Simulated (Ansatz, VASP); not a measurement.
# GaSi2P in two plane-wave programs

Wanted: the spread between two codes on one cell, functional and k mesh. The cell is generated by rule, not measured, and may not be a known phase. The cell is taken from a series of runs on this material, whose earlier steps may have relaxed, scaled, displaced or heated it; both programs get it as it stands.

Main program and level: Ansatz 0.2.0; plane waves, with VASP 6.6.1 beside it; single point at PBEsol.

The structure was built from a prototype and need not be the compound's stable phase.

## Step 1: Set-up

The structure is orthorhombic, space group Pmn2_1 (No. 31). Conventional cell: a = 3.842 Å, b = 7.684 Å, c = 5.438 Å, α = 90.00°, β = 90.00°, γ = 90.00°. Ga has 3 P at 2.37 Å and 1 Si at 2.41 Å nearest. Nearest to P lie 1 Si at 2.27 Å and 3 Ga at 2.37 Å. Nearest to Si lie 1 P at 2.27 Å and 3 Si at 2.35 Å. Si has 3 Si at 2.35 Å and 1 Ga at 2.41 Å nearest. It derives from GaP. Farther neighbours are not listed.

Coordinates:

```xyz
8
Lattice="3.8422 0.0000 0.0000 0.0000 5.4375 0.0000 0.0000 0.0000 7.6838" Properties=species:S:1:pos:R:3 pbc="T T T"
Ga    0.0000    0.0574    0.9187
Ga    1.9211    2.7761    2.9314
P     1.9211    1.4456    0.9705
P     0.0000    4.1644    2.8796
Si    0.0000    5.3699    4.8038
Si    1.9211    1.2834    4.8217
Si    1.9211    2.6511    6.7301
Si    0.0000    4.0022    6.7122
```

## Step 2: VASP: single point, PBEsol, pair 1

With cell and atoms fixed, the geometry can't cause a difference; cores, projectors, grids and the points listed under the comparison can.

Lines of VASP's logs that name or quote its potential files are left out, and so is its time.

INCAR reads:

```
SYSTEM = GaSi2P
PREC = Accurate
ENCUT = 500
EDIFF = 1E-06
NELM = 120
ISMEAR = 0
SIGMA = 0.01
LREAL = .FALSE.
ALGO = Normal
GGA = PS
NBANDS = 34
LORBIT = 11
LWAVE = .FALSE.
LCHARG = .FALSE.
ISIF = 2
LASPH = .TRUE.
GGA_COMPAT = .FALSE.
EFERMI = MIDGAP
KPAR = 2
```

POSCAR reads:

```
GaSi2P
1.0
    3.8421553024      0.0000000000      0.0000000000
    0.0000000000      5.4375168448     -0.0000027834
    0.0000000000     -0.0000039364      7.6837588716
Ga P Si
2 2 4
Direct
    0.0000000000      0.0105504044      0.1195680423
    0.5000000000      0.5105504044      0.3815065334
    0.5000000000      0.2658580014      0.1263064268
    0.0000000000      0.7658580014      0.3747681489
    0.0000000000      0.9875645838      0.6251882258
    0.5000000000      0.2360270103      0.6275192698
    0.5000000000      0.4875645838      0.8758863499
    0.0000000000      0.7360270103      0.8735553059
```

KPOINTS reads:

```
Automatic mesh
0
Gamma
6 4 4
0 0 0
```

The projector-augmented-wave data sets are Ga_d, P and Si (PBE family, release 64).

On the command line:

```
> mpirun -np 2 vasp_std
```

Numbers of over 12 decimals in the logs are rounded to 6 here.

The program printed:

```text
[banner, memory and clock lines left out]
running    2 mpi-ranks, on    1 nodes
 distrk:  each k-point on    1 cores,    2 groups
 distr:  one band on    1 cores,    1 groups

 POSCAR found type information on POSCAR GaP Si
 POSCAR found :  3 types and       8 ions
|                                                                             |
|               ----> ADVICE to this user running VASP <----                  |
|                                                                             |
|     You enforced a specific xc type in the INCAR file but a different       |
|     [... a line on the potential file left out ...]
|     I HOPE YOU KNOW WHAT YOU ARE DOING!                                     |
|                                                                             |

 LDA part: xc-table for (Slater+PW92), standard interpolation
 POSCAR, INCAR and KPOINTS ok, starting setup
 FFT: planning ... GRIDC
 FFT: planning ... GRID_SOFT
 FFT: planning ... GRID
 WAVECAR not read
 entering main loop
       N       E                     dE             d eps       ncg     rms          rms(c)
DAV:   1     0.350079424052E+03    0.35008E+03   -0.22061E+04  2508   0.178E+03
DAV:   2     0.603368088556E+01   -0.34405E+03   -0.33070E+03  2696   0.431E+02
DAV:   3    -0.411937877521E+02   -0.47227E+02   -0.45528E+02  2944   0.129E+02
DAV:   4    -0.434981193965E+02   -0.23043E+01   -0.22860E+01  3094   0.279E+01
DAV:   5    -0.435768812842E+02   -0.78762E-01   -0.78596E-01  3566   0.497E+00    0.938E+00
DAV:   6    -0.428351102378E+02    0.74177E+00   -0.94843E-01  3508   0.122E+01    0.554E+00
DAV:   7    -0.426219322259E+02    0.21318E+00   -0.76479E-01  3006   0.424E+00    0.107E+00
DAV:   8    -0.426199340870E+02    0.19981E-02   -0.10561E-01  3174   0.338E+00    0.350E-01
DAV:   9    -0.426201402861E+02   -0.20620E-03   -0.85083E-03  3544   0.103E+00    0.128E-01
DAV:  10    -0.426202143656E+02   -0.74080E-04   -0.11382E-03  3008   0.339E-01    0.581E-02
DAV:  11    -0.426202918300E+02   -0.77464E-04   -0.17316E-04  3206   0.939E-02    0.237E-02
DAV:  12    -0.426203022953E+02   -0.10465E-04   -0.18495E-05  3124   0.241E-02    0.867E-03
DAV:  13    -0.426203036469E+02   -0.13517E-05   -0.38892E-06  2620   0.165E-02    0.322E-03
DAV:  14    -0.426203037136E+02   -0.66651E-07   -0.38011E-07  1652   0.453E-03
   1 F= -.42620304E+02 E0= -.42620304E+02  d E =0.000000E+00
```

Parts of OUTCAR (step 2):

```text
ion  position               nearest neighbor table
   1  0.000  0.011  0.120-   4 2.37   3 2.37   3 2.37   8 2.41
   2  0.500  0.511  0.382-   3 2.37   4 2.37   4 2.37   6 2.41
   3  0.500  0.266  0.126-   7 2.27   2 2.37   1 2.37   1 2.37
   4  0.000  0.766  0.375-   5 2.27   1 2.37   2 2.37   2 2.37
   5  0.000  0.988  0.625-   4 2.27   8 2.35   6 2.35   6 2.35
   6  0.500  0.236  0.628-   7 2.35   5 2.35   5 2.35   2 2.41
   7  0.500  0.488  0.876-   3 2.27   6 2.35   8 2.35   8 2.35
   8  0.000  0.736  0.874-   5 2.35   7 2.35   7 2.35   1 2.41

  LATTYP: Found a simple orthorhombic cell.
 ALAT       =     3.8421553024
 B/A-ratio  =     1.4152256785
 C/A-ratio  =     1.9998564001

 Subroutine GETGRP returns: Found  4 space group operations
 (whereof  2 operations were pure point group operations)

The static configuration has the point symmetry C_1h.
 The point group associated with its full space group is C_2v.

 Found     36 irreducible k-points:

   k-points           NKPTS =     36   k-points in BZ     NKDIM =     36   number of bands    NBANDS=     34

   dimension x,y,z NGX =    28 NGY =   40 NGZ =   56
   dimension x,y,z NGXF=    56 NGYF=   80 NGZF=  112

   ENCUT  =  500.0 eV  36.75 Ry    6.06 a.u.   7.01  9.91 14.01*2*pi/ulx,y,z

   NELECT =      52.0000    total number of electrons

 k-points in reciprocal lattice and weights: Automatic mesh
   0.00000000  0.00000000  0.00000000       0.010
   0.16666667  0.00000000  0.00000000       0.021
   0.33333333  0.00000000  0.00000000       0.021
   0.50000000  0.00000000  0.00000000       0.010
   0.00000000  0.25000000  0.00000000       0.021
   0.16666667  0.25000000  0.00000000       0.042
   0.33333333  0.25000000  0.00000000       0.042
   0.50000000  0.25000000  0.00000000       0.021
   0.00000000  0.50000000  0.00000000       0.010
[...]
0.33333333  0.50000000  0.50000000       0.021
   0.50000000  0.50000000  0.50000000       0.010

 average (electrostatic) potential at core
       1 -64.5986       2 -64.5986       3 -83.0451       4 -83.0451       5 -83.6713
       6 -83.3217       7 -83.6713       8 -83.3217

 E-fermi :   5.7397

 k-point     1 :       0.0000    0.0000    0.0000
  band No.  band energies     occupation
    ...
     22       3.7666      2.00000
     23       3.9909      2.00000
     24       5.2002      2.00000
     25       5.2960      2.00000
     26       5.3301      2.00000
     27       6.1724      0.00000
     28       6.3131      0.00000
     29       7.4139      0.00000
     30       8.0778      0.00000
     31       8.1127      0.00000
    ...

 k-point     2 :       0.1667    0.0000    0.0000
  band No.  band energies     occupation
    ...
     22       3.0400      2.00000
     23       3.0709      2.00000
     24       3.6999      2.00000
     25       4.5294      2.00000
     26       5.1044      2.00000
     27       6.4601      0.00000
     28       7.7845      0.00000
     29       7.9476      0.00000
     30       8.2913      0.00000
     31       8.3328      0.00000
    ...

 k-point     3 :       0.3333    0.0000    0.0000
  band No.  band energies     occupation
    ...
     22       2.1602      2.00000
     23       2.3467      2.00000
     24       3.0070      2.00000
     25       3.4524      2.00000
     26       4.7687      2.00000
     27       6.6655      0.00000
     28       6.6828      0.00000
     29       7.1529      0.00000
     30       7.2449      0.00000
     31       7.2732      0.00000
    ...

  Total        0.0416767      0.0211945      0.0003773      0.0000000     -0.0000000      0.0000000
  in kB        0.4159627      0.2115363      0.0037656      0.0000000     -0.0000001      0.0000000
  external PRESSURE =       0.2104215 kB  Pullay stress =       0.0000000 kB

  energy-cutoff  :      500.00
  volume of cell :      160.53
      direct lattice vectors                 reciprocal lattice vectors
     3.842155302  0.000000000  0.000000000     0.260270583  0.000000000  0.000000000
     0.000000000  5.437516845 -0.000002783     0.000000000  0.183907476  0.000000094
     0.000000000 -0.000003936  7.683758872     0.000000000  0.000000067  0.130144636

 POSITION                                       TOTAL-FORCE (eV/Angst)
 -----------------------------------------------------------------------------------
      0.00000      0.05737      0.91873         0.000000      0.000514     -0.001978
      1.92108      2.77612      2.93140         0.000000      0.000514      0.001978
      1.92108      1.44561      0.97051         0.000000     -0.003972      0.008112
      0.00000      4.16436      2.87963         0.000000     -0.003972     -0.008112
      0.00000      5.36990      4.80379         0.000000     -0.004147     -0.005130
      1.92108      1.28340      4.82171         0.000000      0.007604     -0.009343
      1.92108      2.65114      6.73010         0.000000     -0.004147      0.005130
      0.00000      4.00216      6.71219         0.000000      0.007604      0.009343
 -----------------------------------------------------------------------------------
    total drift:                                0.000000      0.001124      0.000042

  FREE ENERGIE OF THE ION-ELECTRON SYSTEM (eV)
  ---------------------------------------------------
  free  energy   TOTEN  =       -42.6203037136 eV

  energy  without entropy=      -42.6203037136  energy(sigma->0) =      -42.62030371

 total charge
# of ion       s       p       d       tot
------------------------------------------
    1        0.882   0.861   9.996  11.739
    2        0.882   0.861   9.996  11.739
    3        1.019   1.507   0.000   2.526
    4        1.019   1.507   0.000   2.526
    5        0.750   0.920   0.000   1.670
    6        0.755   0.943   0.000   1.698
    7        0.750   0.920   0.000   1.670
    8        0.755   0.943   0.000   1.698
--------------------------------------------------
tot          6.811   8.464  19.993  35.267

[... 3 further parts left out ...]
```

The run ends at a pressure of 0.02 GPa, with forces up to 0.012 eV/Å.

## Step 3: Ansatz: single point, PBEsol, pair 1

Ansatz runs on its PAW soft_1 files.

The same cell, functional and mesh now go to Ansatz, which takes its cutoff from its data sets.

input.yaml reads:

```yaml
crystal:
  lattice:
    - [3.8421553024, 0.0, 0.0]
    - [0.0, 5.4375168448, -2.7834e-06]
    - [0.0, -3.9364e-06, 7.6837588716]
  atoms:
    - { symbol: Ga, position: [0.0, 0.0105503467, 0.1195680423] }
    - { symbol: P, position: [0.5, 0.265858019, 0.1263065394] }
    - { symbol: Ga, position: [0.5, 0.5105504621, 0.3815065334] }
    - { symbol: P, position: [0.0, 0.7658579839, 0.3747682615] }
    - { symbol: Si, position: [0.0, -0.0124352107, 0.625188481] }
    - { symbol: Si, position: [0.5, 0.2360271271, 0.6275191079] }
    - { symbol: Si, position: [0.5, 0.4875643784, 0.8758866051] }
    - { symbol: Si, position: [0.0, 0.7360268935, 0.873555144] }
kpoints:
  mp_grid: { grid: [6, 4, 4] }
hamiltonian:
  xc: pbesol
  pseudopotentials: { kind: paw, azcp: { folder: soft_1 }, xc_functional: pbe }
scf:
  occupations: { method: fixed }
  n_extra_bands: 6
output:
  eigenvalues: true
  forces: true
  stress: true
  band_densities: [{ e_range: [-0.08, 0] }, { e_range: [0.73, 0.86] }]
  volumetric_format: npy
```

On the command line:

```
> ansatz run input.yaml --threads 32 --pin off --max-ram 82944MiB --backend cuda --events-out ev --progress --plain --runs-dir out --devices 1 --max-vram 78GiB
```

The program printed:

```text
Warning: the atoms were moved onto the symmetric positions of the space group found under crystal.symmetry.tolerance 1.0e-5 (fractional; no operation is sought that the atoms, as they stand in a round, miss by more than twice it, and no atom is moved by as much as it), and the run uses the moved positions. Before a round's move an operation carried an atom to 3.85e-6 Å from where it should land, the largest such dist [...]
scf.n_extra_bands = 6 over 26 filled bands (N_el = 52.0): the run solves 32 bands
GPUs: using 1 of 1 available (devices: 1).
Engine: ansatz 0.2.0, aarch64-unknown-linux-gnu
Pseudopotentials: kind: paw
Pseudopotential: Ga, paw, valence charge 13, recommended cutoff 420 eV (normal), soft_1/Ga.paw.azcp
Pseudopotential: P, paw, valence charge 5, recommended cutoff 420 eV (normal), soft_1/P.paw.azcp
Pseudopotential: Si, paw, valence charge 4, recommended cutoff 420 eV (normal), soft_1/Si.paw.azcp
Functional definition: PBEsol
  exchange = pbesol_x
  correlation = pbesol_c
device memory: the entry about to start is reckoned to put 3.2 GiB on a device that reports 113.6 GiB free (of which the cap on the GPU budget leaves the run 78.0 GiB)
GPU FFT provider: cuFFT
GPU libraries: cuBLAS 13.8.1, cuFFT 12.4.0, cuSOLVER 12.3.2
GPU matrix products: emulated (plane waves: as basis.precision tells), large ones in fixed point in workspaces of 1.00 GiB
Crystal: 8 atoms, lattice volume = 160.527 Å³
Basis set: ecut = 420 eV, 3115 PW (Γ), exchange–correlation on 54×80×108 points (8 copies of the dense FFT grid, shifted against one another)
Bands: 32, of which v1, the nominal top of the filled ones, is band 26 counted from 1 (25 counted from 0)
Symmetry: 4 space group operations
Space group: Pmn21 (ITA 31), of the structure as read, at distance tolerance 5.4e-5 Å
k-points: 36 of 96 (time reversal used)
Non-local potential: Ga, projectors of the file, l = 0: 2, l = 1: 2, l = 2: 3, l = 3: 1
Non-local potential: P, projectors of the file, l = 0: 2, l = 1: 2, l = 2: 1
Non-local potential: Si, projectors of the file, l = 0: 2, l = 1: 2, l = 2: 1
PAW form: soft (Blöchl's): semilocal exchange-correlation on the pseudo side does not see the compensation charge
PAW frozen core: Ga, regenerated for the run's functional, and the local potential with it (the file was generated under x = pbe(κ = 0.804, μ = 0.219515), c = pbe(β = 0.066725))
PAW frozen core: P, regenerated for the run's functional, and the local potential with it (the file was generated under x = pbe(κ = 0.804, μ = 0.219515), c = pbe(β = 0.066725))
PAW frozen core: Si, regenerated for the run's functional, and the local potential with it (the file was generated under x = pbe(κ = 0.804, μ = 0.219515), c = pbe(β = 0.066725))
PAW one-centre angular grid: Ga, 590 points (default); XC on 64 Gauss nodes
PAW one-centre angular grid: P, 110 points (default); XC on 64 Gauss nodes
PAW one-centre angular grid: Si, 110 points (default); XC on 64 Gauss nodes
Initial density: superposition of atomic densities (chi_scale 0.1, normalization cell, long waves kept (reshape's long-wave potential 0.06 eV rms))
Initial wavefunctions: pseudopotential atomic-orbital guess
GPU buffer pool allocated for 58320 grid points (all kernels)
GPU transforms: local potential and band sums: pruned to the plane-wave sphere, on 25×40×54
Functional: x = pbesol(κ = 0.804, μ = 0.123457), c = pbesol(β = 0.046)
SCF iter   1: F=—  HF=-11454.710649 eV  |F-HF|=—  |Δ(HF+E_count)|=         —  Δρ=4.51e-2  dr2=3.08e0  ethr=3.10e-3  ⟨swp⟩=6.2  Hψ=5168  notcnv=0  defer=126
preconditioner: auto → Resta (q_TF=auto, 2.261 Å⁻¹)  ε∞=4.5  [insulator: Δε(μ)=1.079 eV  Ē_g=11.371 eV  n_scr=32 (ndim 8)  ℏωp=21.1 eV  f_vac=0.000  ε∞_Penn≈4.5]
SCF iter   2: F=—  HF=-11454.116282 eV  |F-HF|=—  |Δ(HF+E_count)|=   5.94e-1  Δρ=2.61e-2  dr2=9.33e-1  ethr=3.10e-3  ⟨swp⟩=3.2  Hψ=1901  notcnv=0  defer=132
SCF iter   3: F=—  HF=-11453.920461 eV  |F-HF|=—  |Δ(HF+E_count)|=   1.96e-1  Δρ=5.87e-3  dr2=4.14e-2  ethr=1.79e-3  ⟨swp⟩=2.6  Hψ=2112  notcnv=0  defer=138
SCF iter   4: F=—  HF=-11453.882365 eV  |F-HF|=—  |Δ(HF+E_count)|=   3.81e-2  Δρ=1.83e-3  dr2=7.95e-3  ethr=7.97e-5  ⟨swp⟩=3.3  Hψ=2173  notcnv=0  defer=144
SCF iter   5: F=—  HF=-11453.882985 eV  |F-HF|=—  |Δ(HF+E_count)|=   6.19e-4  Δρ=7.08e-4  dr2=9.56e-4  ethr=1.53e-5  ⟨swp⟩=2.6  Hψ=2298  notcnv=0  defer=144
SCF iter   6: F=—  HF=-11453.883798 eV  |F-HF|=—  |Δ(HF+E_count)|=   8.13e-4  Δρ=1.32e-4  dr2=2.97e-5  ethr=1.84e-6  ⟨swp⟩=2.4  Hψ=1866  notcnv=0  defer=144
SCF iter   7: F=—  HF=-11453.883878 eV  |F-HF|=—  |Δ(HF+E_count)|=   8.00e-5  Δρ=2.13e-5  dr2=6.56e-7  ethr=5.70e-8  ⟨swp⟩=2.1  Hψ=1759  notcnv=0  defer=142
SCF iter   8: F=-11453.883879 eV  HF=-11453.883879 eV  |F-HF|=1.31e-8  |Δ(HF+E_count)|=   1.23e-6  Δρ=6.32e-6  dr2=8.07e-8  ethr=1.92e-10  ⟨swp⟩=17.2  Hψ=7900  notcnv=0
SCF 1 converged in 8 iterations: F = -11453.883879 eV  dr2 = 8.07e-8
  greatest PAW one-centre occupation: 0.994 electrons in one spin orbital (limit 2), on the Ga atom at site 0 (counted from 0), in its partial waves of l = 2
SCF converged after 8 iterations
Free energy (F): -11453.883879 eV
Harris-Foulkes:  -11453.883879 eV  (|F-HF|=1.31e-8)
Internal energy: -11453.883879 eV  (E = F + TS)
E sigma→0 (E₀):  -11453.883879 eV
Fermi energy:    6.737942 eV
--- Per-component energies (eV) ---
  E_band       = -111.462869
  E_kinetic    = 524.222254
  E_local      = -4167.411205  (includes V_loc(G=0)·N_el)
  E_nonlocal   = -27.965734
  E_hartree    = 2410.212803
  E_xc         = -494.193416
  E_vxc        = -426.148054  (∫ρ·V_xc dr)
  E_paw        = -6980.713933  (= ΣΔE_a)
  E_vpaw       = -834.585793  (= ΣTr[D̂ρ^β])
  E_aug_tail   = -0.000261  (compensation charges beyond the density's cutoff)
  E_ewald      = -2719.978781
  E_core_change = 1.944393  (= ΣΔE_core)
  E_smearing   = -0.000000  (= −TS)
  E_closure    = -0.000000  (closes the sum)
  Σ components = -11453.883879   (vs F -11453.883879, Δ=0.00e0)
--- Forces (eV/Å), atoms counted from 1 ---
  atom   1  Ga    -0.00000000    -0.00050724    -0.00262647
  atom   2  P      0.00000000    -0.00008499     0.00181894
  atom   3  Ga    -0.00000000    -0.00050724     0.00262647
  atom   4  P      0.00000000    -0.00008499    -0.00181894
  atom   5  Si    -0.00000000    -0.00036089    -0.00002276
  atom   6  Si     0.00000000     0.00097581    -0.00005506
  atom   7  Si    -0.00000000    -0.00036089     0.00002276
  atom   8  Si    -0.00000000     0.00097581     0.00005506
  max |Σ_I F_I| component: 4.54e-5 eV/Å
--- Stress (GPa, compression-positive) ---
        0.023204      -0.000000      -0.000000
       -0.000000       0.009552       0.000000
       -0.000000       0.000000      -0.014569
  P = ⅓ Tr σ = 0.0061 GPa (0.061 kbar)
--- Band table (eV; the first three rows and the last of 36) ---
  k-point 0: bands = [... 22 lower, 5.3997, 6.6078, 6.7042, 6.7379, 7.5829, 7.7250, 8.8208, 9.4865, ... 2 higher]
  k-point 1: bands = [... 22 lower, 5.5512, 5.8863, 6.2223, 6.6647, 7.7428, 8.7400, 8.7712, 9.5309, ... 2 higher]
  k-point 2: bands = [... 22 lower, 5.0133, 5.3670, 6.2442, 6.5046, 7.9197, 8.4114, 9.6423, 9.7575, ... 2 higher]
  k-point 35: bands = [... 22 lower, 4.4325, 4.4325, 4.7441, 4.7441, 9.6459, 9.6459, 9.9373, 9.9373, ... 2 higher]
--- Band densities, each state counted as filled ---
  window                                       electrons  max residual (eV)  cut levels
  e_range: [-0.08, 0]                           0.083333             2.0e-6           0
  e_range: [0.73, 0.86]                         0.104167             2.1e-4           0
```

The run ends at a pressure of 0.01 GPa, with forces up to 0.0027 eV/Å.

## Step 4: Differences

Known differences besides the potentials themselves: fixed occupations in Ansatz, narrow Gaussian smearing in VASP; the cutoff is 420 eV in Ansatz and 500 eV in VASP; Ansatz makes its cores anew for this functional, VASP keeps those of its PBE data sets. Total energies have different zeros and are not compared.

The two programs side by side:

```csv
quantity,Ansatz,VASP,difference
pressure (GPa),0.01,0.02,-0.01
gap on the k mesh (eV),0.822,0.819,+0.003
```

At this near-relaxed geometry the largest component of a force difference is 9 meV/Å. A gap on the mesh is an upper bound, since the band edges may lie between its points.

[end of part 1 of 2]

[Lines on the potential files, build, host, timing and source positions are cut from VASP's logs without a mark.]

[Logs are printed without paths, hosts, clocks, repeated set-up lines and the standing remarks that a program may print on its own settings, such as how far it seeks lower states.]

[Hosts, paths, dates, database ids (printed as entryN), source tags and the programs' standing remarks are cut or masked in the printed files.]
